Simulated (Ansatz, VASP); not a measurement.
## H4CO in two plane-wave programs

Aim: how closely do two programs agree when they are given the same cell, functional and k mesh? The structure shown is frame 311 of Ansatz's trajectory.

Method: plane waves, with VASP 6.6.1 beside it; single point at LDA, in Ansatz 0.2.0.

### Step 1. Set-up

The cell holds 96 atoms: 16 C, 16 O and 64 H. Cell: a = 10.248 Å, b = 10.248 Å, c = 10.248 Å, α = 90.0°, β = 90.0°, γ = 90.0°. As first built, before any earlier steps moved the atoms (in the runner's words): 16 methanol placed at random, at 0.791 g/cm^3; overlaps pushed apart, then 10 ps at 398 K with MMFF94 bonds, angles, torsions, charges and radii (Halgren, J. Comput. Chem. 17, 490 (1996)) in harmonic and 12-6 forms. Snapshot after 20 ps at 298 K and fixed volume.

### Step 2. Ansatz: dynamics, LDA

Ansatz runs on its default PAW (the set named soft_2) files.

One frame of this run of dynamics is then solved in both programs, so the motion causes no difference.

Contents of input.yaml:

```yaml
crystal:
  lattice:
    - [10.24796, 0.0, 0.0]
    - [0.0, 10.24796, 0.0]
    - [0.0, 0.0, 10.24796]
  atoms:
    - { symbol: C, position: [0.70336, 0.40581, 0.89541] }
    - { symbol: O, position: [0.58226, 0.45427, 0.93674] }
    - { symbol: H, position: [0.71414, 0.30155, 0.91732] }
    - { symbol: H, position: [0.78153, 0.45715, 0.9451] }
    - { symbol: H, position: [0.71574, 0.40322, 0.79008] }
    - { symbol: H, position: [0.59046, 0.48727, 0.02728] }
    - { symbol: C, position: [0.54642, 0.65617, 0.72995] }
    - { symbol: O, position: [0.53325, 0.71747, 0.84821] }
    - { symbol: H, position: [0.50196, 0.71098, 0.64735] }
    - { symbol: H, position: [0.49131, 0.56314, 0.73584] }
    - { symbol: H, position: [0.6455, 0.63356, 0.71186] }
    - { symbol: H, position: [0.52784, 0.64677, 0.9131] }
    - { symbol: C, position: [0.09381, 0.50254, 0.00883] }
    - { symbol: O, position: [0.07752, 0.43129, 0.13141] }
    - { symbol: H, position: [0.18107, 0.57205, 0.02626] }
    - { symbol: H, position: [0.01096, 0.56685, 0.98066] }
    - { symbol: H, position: [0.12124, 0.42595, 0.94181] }
    - { symbol: H, position: [0.01714, 0.48747, 0.1773] }
    - { symbol: C, position: [0.0589, 0.02353, 0.91255] }
    - { symbol: O, position: [0.11296, 0.93828, 0.81557] }
    - { symbol: H, position: [0.09537, 0.99892, 0.00457] }
    - { symbol: H, position: [0.95462, 0.00524, 0.8968] }
    - { symbol: H, position: [0.09086, 0.12142, 0.88592] }
    - { symbol: H, position: [0.19247, 0.98644, 0.78902] }
    - { symbol: C, position: [0.26504, 0.93154, 0.55464] }
    - { symbol: O, position: [0.3348, 0.87006, 0.4434] }
    - { symbol: H, position: [0.1696, 0.88717, 0.57113] }
    - { symbol: H, position: [0.24562, 0.03575, 0.52086] }
    - { symbol: H, position: [0.32496, 0.92569, 0.63805] }
    - { symbol: H, position: [0.4271, 0.89972, 0.44674] }
[... 60 atom lines left out ...]
    - { symbol: C, position: [0.37727, 0.26199, 0.77146] }
    - { symbol: O, position: [0.30344, 0.14641, 0.76396] }
    - { symbol: H, position: [0.4675, 0.24345, 0.71805] }
    - { symbol: H, position: [0.40942, 0.27794, 0.87756] }
    - { symbol: H, position: [0.31426, 0.34201, 0.7394] }
    - { symbol: H, position: [0.37318, 0.07848, 0.76374] }
kpoints:
  mp_grid: { grid: [1, 1, 1] }
hamiltonian:
  xc: lda
scf:
  occupations: { method: fermi_dirac, width: 0.05 }
output:
  forces: true
md:
  timestep: 0.5
  n_steps: 934
  ensemble: nvt_langevin
  temperature: 298
  initial_velocities: maxwell_boltzmann
  seed: 5768
```

On the command line:

```console
ansatz run input.yaml --threads 4 --pin off --max-ram 8192MiB --backend cpu --events-out ev --progress --plain --runs-dir out
```

Numbers of over 12 decimals in the logs are rounded to 6 here.

Output:

```text
Warning: md: disabling space-group detection — thermal motion breaks the input geometry's symmetry, so no spatial operation reduces the k-mesh or symmetrises the density; time reversal is kept, so that k and −k are solved as one point where they differ and the mesh holds both, and exact exchange and, on two spinor components, a DFT+U term hold to it where the run has them: on two components no moment then forms, and  [...]
Engine: ansatz 0.2.0, aarch64-unknown-linux-gnu
Pseudopotentials: kind: paw
Pseudopotential: C, paw, valence charge 4, recommended cutoff 420 eV (normal), C.paw.azcp
Pseudopotential: O, paw, valence charge 6, recommended cutoff 420 eV (normal), O.paw.azcp
Pseudopotential: H, paw, valence charge 1, recommended cutoff 420 eV (normal), H.paw.azcp
Functional definition: SPW92
  exchange = slater_x
  correlation = pw_c
Crystal: 96 atoms, lattice volume = 1076.248 Å³
Basis set: ecut = 420 eV, 21079 PW (Γ)
Bands: 208, of which v1, the nominal top of the filled ones, is band 112 counted from 1 (111 counted from 0)
Symmetry: 1 space group operations
k-points: 1
Non-local potential: C, projectors of the file, l = 0: 2, l = 1: 2, l = 2: 1
Non-local potential: O, projectors of the file, l = 0: 2, l = 1: 2, l = 2: 1
Non-local potential: H, projectors of the file, l = 0: 2, l = 1: 1
PAW form: soft (Blöchl's): semilocal exchange-correlation on the pseudo side does not see the compensation charge
PAW frozen core: C, regenerated for the run's functional, and the local potential with it (the file was generated under x = pbe(κ = 0.804, μ = 0.219515), c = pbe(β = 0.066725))
PAW frozen core: O, regenerated for the run's functional, and the local potential with it (the file was generated under x = pbe(κ = 0.804, μ = 0.219515), c = pbe(β = 0.066725))
PAW one-centre angular grid: C, 110 points (default); XC on 64 Gauss nodes
PAW one-centre angular grid: O, 110 points (default); XC on 64 Gauss nodes
PAW one-centre angular grid: H, 110 points (default); XC on 64 Gauss nodes
Initial density: superposition of atomic densities (neutral atoms: chi_scale 0, normalization atom), corrected by the library's trained network
Initial wavefunctions: pseudopotential atomic-orbital guess
Functional: x = slater, c = lda
SCF iter   1: F=—  HF=-13767.506064 eV  |F-HF|=—  |Δ(HF+E_count)|=         —  Δρ=8.63e-3  dr2=5.09e-1  ethr=1.77e-3  ⟨swp⟩=6.0  Hψ=968  notcnv=0  defer=35
preconditioner: auto → Resta (q_TF=auto, 2.100 Å⁻¹)  ε∞=2.1  [insulator: Δε(μ)=4.372 eV  Ē_g=15.739 eV  σ=0.050 eV  W_gap=1.00  n_scr=170 (ndim 8)  ℏωp=16.8 eV  f_vac=0.306  D(μ)=0.00/eV (n_scr^D=0)  ε∞_Penn≈2.1]
SCF iter   2: F=—  HF=-13767.359833 eV  |F-HF|=—  |Δ(HF+E_count)|=   1.46e-1  Δρ=3.58e-3  dr2=1.01e-1  ethr=2.27e-4  ⟨swp⟩=3.0  Hψ=358  notcnv=0  defer=88
SCF iter   3: F=—  HF=-13767.333725 eV  |F-HF|=—  |Δ(HF+E_count)|=   2.61e-2  Δρ=1.22e-3  dr2=1.39e-2  ethr=4.50e-5  ⟨swp⟩=2.0  Hψ=206  notcnv=0  defer=88
SCF iter   4: F=—  HF=-13767.332064 eV  |F-HF|=—  |Δ(HF+E_count)|=   1.66e-3  Δρ=3.74e-4  dr2=1.55e-3  ethr=6.21e-6  ⟨swp⟩=2.0  Hψ=232  notcnv=0  defer=88
SCF iter   5: F=—  HF=-13767.332419 eV  |F-HF|=—  |Δ(HF+E_count)|=   3.54e-4  Δρ=1.37e-4  dr2=2.71e-4  ethr=6.94e-7  ⟨swp⟩=2.0  Hψ=232  notcnv=0  defer=88
SCF iter   6: F=—  HF=-13767.332634 eV  |F-HF|=—  |Δ(HF+E_count)|=   2.15e-4  Δρ=4.28e-5  dr2=2.28e-5  ethr=1.21e-7  ⟨swp⟩=2.0  Hψ=217  notcnv=0  defer=88
SCF iter   7: F=—  HF=-13767.333473 eV  |F-HF|=—  |Δ(HF+E_count)|=   8.39e-4  Δρ=3.20e-5  dr2=9.28e-6  ethr=1.02e-8  ⟨swp⟩=2.0  Hψ=320  notcnv=0  defer=88
SCF iter   8: F=—  HF=-13767.333475 eV  |F-HF|=—  |Δ(HF+E_count)|=   1.28e-6  Δρ=5.47e-6  dr2=3.72e-7  ethr=4.14e-9  ⟨swp⟩=2.0  Hψ=232  notcnv=0  defer=88
SCF iter   9: F=-13767.333475 eV  HF=-13767.333475 eV  |F-HF|=3.82e-8  |Δ(HF+E_count)|=   7.20e-7  Δρ=2.70e-6  dr2=8.20e-8  ethr=4.29e-11  ⟨swp⟩=5.0  Hψ=566  notcnv=0
SCF 1 converged in 9 iterations: F = -13767.333475 eV  dr2 = 8.20e-8
  greatest PAW one-centre occupation: 0.859 electrons in one spin orbital (limit 2), on the O atom at site 13 (counted from 0), in its partial waves of l = 0
md step     0: t =     0.00 fs  T =   294.9 K  F+E_penalty+E_count = -13767.33347546 eV  E_kin = 3.659351 eV  (9 SCF iters)
[...]
md step   929: t =   464.50 fs  T =   287.7 K  F+E_penalty+E_count = -13769.04368759 eV  E_kin = 3.570430 eV  (5 SCF iters)
md step   930: t =   465.00 fs  T =   283.1 K  F+E_penalty+E_count = -13769.05516973 eV  E_kin = 3.512417 eV  (7 SCF iters)
[...]
md step   931: t =   465.50 fs  T =   291.2 K  F+E_penalty+E_count = -13769.11963515 eV  E_kin = 3.613990 eV  (5 SCF iters)
[...]
md step   932: t =   466.00 fs  T =   302.2 K  F+E_penalty+E_count = -13769.23256603 eV  E_kin = 3.750265 eV  (5 SCF iters)
[...]
md step   933: t =   466.50 fs  T =   307.3 K  F+E_penalty+E_count = -13769.35900851 eV  E_kin = 3.813088 eV  (5 SCF iters)
[...]
md step   934: t =   467.00 fs  T =   312.8 K  F+E_penalty+E_count = -13769.47318304 eV  E_kin = 3.881394 eV  (7 SCF iters)
SCF converged after 7 iterations
Free energy (F): -13769.473183 eV
Harris-Foulkes:  -13769.473183 eV  (|F-HF|=2.26e-9)
Internal energy: -13769.473183 eV  (E = F + TS)
E sigma→0 (E₀):  -13769.473183 eV
Fermi energy:    0.090190 eV
--- Per-component energies (eV) ---
  E_band       = -2091.315293
  E_kinetic    = 5112.771259
  E_local      = -19103.759507  (includes V_loc(G=0)·N_el)
  E_nonlocal   = 1357.548700
  E_hartree    = 7222.094513
  E_xc         = -2456.731684
  E_vxc        = -3137.967362  (∫ρ·V_xc dr)
  E_paw        = -3866.543755  (= ΣΔE_a)
  E_vpaw       = -764.055378  (= ΣTr[D̂ρ^β])
  E_aug_tail   = -0.039310  (compensation charges beyond the density's cutoff)
  E_ewald      = -2037.369463
  E_core_change = 2.556064  (= ΣΔE_core)
  E_smearing   = -0.000000  (= −TS)
  E_closure    = -0.000000  (closes the sum)
  Σ components = -13769.473183   (vs F -13769.473183, Δ=0.00e0)
--- Forces (eV/Å), atoms counted from 1 ---
  atom   1  C     -0.14000226    -1.40554696    -1.53408121
  atom   2  O     -1.74048916     1.93483225     0.65440803
  atom   3  H      0.95375734    -0.44396881     0.30046632
  atom   4  H     -0.01783920     0.06060525     0.56753768
  atom   5  H      0.64035396     0.34979618     0.21091785
  atom   6  H      0.33455680    -0.40979092    -0.59261439
  atom   7  C     -0.80976607     1.45555145    -1.26369170
  atom   8  O      0.33588222     0.75662411    -1.47364264
  atom   9  H      0.30145390    -0.51687898     0.96308738
  atom  10  H     -0.52260854    -0.09001458     0.34983132
  atom  11  H      0.52675423     0.07649469    -0.14780849
  atom  12  H      0.42355543    -1.67508960     1.89308334
  atom  13  C      0.73801486    -1.69314877    -0.27207135
  atom  14  O     -1.12064585     0.81276727    -0.21527501
  atom  15  H      0.58878103     0.88568240    -0.25914148
  atom  16  H     -0.24949623     0.56484490     0.36787008
  atom  17  H     -0.56306829    -0.20610255     0.22639740
  atom  18  H      0.50397525    -0.39755601     0.45030106
  atom  19  C      0.93176669     0.59267580     0.30755687
  atom  20  O     -0.19511397     0.56577139    -0.42864848
  atom  21  H     -1.00179664    -0.01823042    -0.16314856
  atom  22  H     -0.21502262     0.04913337     0.01923827
  atom  23  H      0.53975400    -0.71076643     0.29672097
  atom  24  H      0.12450085    -0.44602887    -0.09918933
[...]
atom  89  H      0.14359117    -0.11006050     0.10473981
  atom  90  H      0.09760937     0.00335486     0.28167034
  atom  91  C     -1.13604385    -0.13587339     1.04310636
  atom  92  O      1.23690498    -0.33666101    -0.62344459
  atom  93  H     -0.04981502    -0.21636049    -0.27524078
  atom  94  H      0.11607156    -0.20940471    -1.28082716
  atom  95  H      0.74842708     0.05952994     0.73840934
  atom  96  H     -0.92789901     0.58301773     0.65733657
  max |Σ_I F_I| component: 2.24e-4 eV/Å
--- MD trajectory: 934 steps, t = 0.0 → 467.0 fs ---
  final state: T = 312.8 K   F+E_penalty+E_count = -13769.47318304 eV   E_kin = 3.881394 eV
```

In the SCF lines HF is the Harris–Foulkes energy and dr2 the Hartree energy of the density residual, in eV; the loop may stop once dr2 is under the threshold and the program's other checks hold. Hψ counts applications of the Hamiltonian.

### Step 3. VASP: single point, LDA

The same cell, functional (in two slightly different forms), mesh and smearing now go to VASP, with its own data sets.

Lines of VASP's logs that name or quote its potential files are left out, and so is its time.

Contents of INCAR:

```
SYSTEM = H4CO
PREC = Accurate
ENCUT = 520
EDIFF = 1E-06
NELM = 120
ISMEAR = -1
SIGMA = 0.05
LREAL = Auto
ALGO = Normal
GGA = CA
NBANDS = 184
LORBIT = 11
LWAVE = .FALSE.
LCHARG = .FALSE.
ISIF = 2
LASPH = .TRUE.
GGA_COMPAT = .FALSE.
EFERMI = MIDGAP
NCORE = 2
```

Contents of POSCAR:

```
H4CO
1.0
   10.2479600000      0.0000000000      0.0000000000
    0.0000000000     10.2479600000      0.0000000000
    0.0000000000      0.0000000000     10.2479600000
C O H
16 16 64
Direct
    0.7612246730      0.4612918083      0.9485107280
    0.5199766588      0.6829456789      0.6917083985
    0.0739561825      0.4518850581      0.9650759761
    0.0073770780      0.0097287655      0.8922068392
    0.3306218994      0.9014477028      0.5315009036
    0.3079246992      0.2402624522      0.1323190176
    0.8580927326      0.8156062280      0.6338237074
    0.5441961132      0.1769327749      0.4329447031
    0.7986467551      0.1440579393      0.2020206949
    0.1808555069      0.5292858286      0.5367604870
    0.9039457609      0.6667278170      0.3194196699
    0.5795397328      0.7452312460      0.1728734304
    0.6269833216      0.9975156031      0.7946069266
    0.4698886413      0.4678394529      0.4295196312
    0.9181144345      0.2175164618      0.5843894785
    0.3390723617      0.1565872622      0.7653328077
    0.6398932080      0.5154586864      0.9507453191
    0.5592722844      0.7108048821      0.8211975847
    0.0542839746      0.4511629632      0.1033571560
    0.0880272757      0.9626598855      0.7914745959
    0.3716642141      0.9268869121      0.3994941432
    0.2938828801      0.3803683855      0.1545771061
    0.9623729991      0.7562383147      0.7055355407
    0.5897564003      0.0492527293      0.4054172733
    0.8189532356      0.1261616946      0.3376184138
    0.0476387496      0.5300762298      0.5713039473
    0.8714026987      0.6077502254      0.1952486153
    0.6221335759      0.6135465010      0.1821045359
    0.5324084013      0.9516918489      0.8825366219
    0.4811689351      0.4502554655      0.2940585248
[... 60 atom lines left out ...]
    0.9808195973      0.2580708746      0.6570088096
    0.9579662684      0.3940686732      0.5165320708
    0.2932973977      0.1282206410      0.6745147327
    0.4454154778      0.1751275376      0.7455142292
    0.3022747942      0.2558070094      0.7736271414
    0.4029289732      0.0244634054      0.8835124259
```

Contents of KPOINTS:

```
Automatic mesh
0
Gamma
1 1 1
0 0 0
```

Potentials, in the order of the species: C, O and H (LDA family, release 64).

On the command line:

```console
mpirun -np 8 vasp_gam
```

Output:

```text
[banner, memory and clock lines left out]
running    8 mpi-ranks, on    1 nodes
[...]
LDA part: xc-table for (Slater(with rela. corr.)+CA(PZ))
 , standard interpolation
 POSCAR, INCAR and KPOINTS ok, starting setup
[...]
entering main loop
       N       E                     dE             d eps       ncg     rms          rms(c)
DAV:   1     0.155301361073E+04    0.15530E+04   -0.11179E+05   368   0.110E+03
DAV:   2    -0.356632430121E+03   -0.19096E+04   -0.17918E+04   456   0.262E+02
DAV:   3    -0.558235828699E+03   -0.20160E+03   -0.19993E+03   464   0.884E+01
DAV:   4    -0.562894289490E+03   -0.46585E+01   -0.46404E+01   480   0.151E+01
[...]
DAV:  17    -0.514011998901E+03   -0.20205E-04   -0.44219E-05   456   0.184E-02    0.986E-03
DAV:  18    -0.514012002630E+03   -0.37283E-05   -0.77177E-06   432   0.925E-03    0.520E-03
DAV:  19    -0.514012003192E+03   -0.56204E-06   -0.37268E-06   448   0.617E-03
   1 F= -.51401200E+03 E0= -.51401200E+03  d E =-.170172E-17
```

From OUTCAR (step 3):

```text
  FREE ENERGIE OF THE ION-ELECTRON SYSTEM (eV)
  ---------------------------------------------------
  free  energy   TOTEN  =      -514.0120031917 eV

  energy  without entropy=     -514.0120031917  energy(sigma->0) =     -514.01200319

[... 1 further part left out ...]
```

The run ends at a pressure of -0.92 GPa, with forces up to 3.7 eV/Å.

### Step 4. Side by side

Known differences besides the potentials themselves: the two LDA forms differ slightly; the cutoff is 420 eV in Ansatz and 520 eV in VASP (PREC = Accurate, projectors in real space); VASP's log shows a relativistic correction to its local exchange, Ansatz's none. Total energies have different zeros and are not compared.

Forces on 8 of the 96 atoms, those with the largest forces and the largest differences (eV/Å; atoms numbered as in POSCAR):

```
atom         Ansatz x, y, z           VASP x, y, z
  C6   -0.576, 1.010, 3.594   -0.541, 0.875, 3.547
 C10  -0.211, 2.718, -0.591  -0.054, 2.686, -0.638
 C13  0.096, -2.604, -0.745  0.212, -2.512, -0.839
 C16   1.616, 1.902, -2.063   1.618, 2.063, -2.229
 O17  -0.958, 0.415, -1.729  -1.121, 0.503, -1.881
 O21  -1.804, -1.224, 1.355  -1.900, -1.271, 1.240
 O32  -0.683, -1.573, 1.759  -0.800, -1.703, 1.908
 H39  0.343, -2.248, -0.901  0.355, -2.274, -0.905
```

The forces differ by 73 meV/Å r.m.s., which is 8.9 % of the r.m.s. force of 0.822 eV/Å (both taken over all components).

### Step 5. What came out

```
r.m.s. force difference (single point, LDA) : 8.9 % of the r.m.s. force
```

**Reading.** The r.m.s. force difference is 8.9 % of the r.m.s. force (single point, LDA), beyond the 3 % picked in this series as the mark of a large difference. What causes the difference of the single point, LDA pair stays open here. 2 further runs of this series are not shown here. Such differences can come from data sets, numerical settings and the points named under the comparisons, not from the functional's error against experiment.

[Lines on the potential files, build, host, timing and source positions are cut from VASP's logs without a mark.]

[Logs are printed without paths, hosts, clocks, repeated set-up lines and the standing remarks that a program may print on its own settings, such as how far it seeks lower states.]

[Hosts, paths, dates, database ids (printed as entryN), source tags and the programs' standing remarks are cut or masked in the printed files.]

[The MMFF94 radii named for the starting cell were scaled by 0.96; in molecules described by MMFF94, hydrogen bound to N, O or S took a small fixed 12-6 site in their place.]
